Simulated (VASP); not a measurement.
Input:

```xyz
2
Lattice="0.0000 2.0680 2.0680 2.0680 0.0000 2.0680 2.0680 2.0680 0.0000" Properties=species:S:1:pos:R:3 pbc="T T T"
N      0.0000     0.0000     0.0000
Cu     2.0680     2.0680     2.0680
```

Computed with PBEsol GGA, VASP's PBE PAW potentials (set 64) (plane waves; VASP). Run with 600 eV cut-off, 14×14×14 Γ-centred mesh, first-order Methfessel-Paxton smearing of 0.10 eV, potentials N Cu.

**Question.** Predict the energy per atom (σ→0), pressure, band gap (on the k-mesh) with the smallest direct gap where there is one.

**Answer.** 
```
Item                                                         Value
------------------------  ----------------------------------------
band gap (on the k-mesh)  none (metal, semimetal or under 0.01 eV)
energy per atom (σ→0)                           -535.1 kJ/mol-atom
pressure                                                 -3.51 GPa
```

The absolute energy has meaning only against runs of the same code, potentials and settings.

The structure was generated: CuN was put into the rocksalt type (Fm-3m), which need not be its known phase. This cell was strained or had an atom moved on purpose.
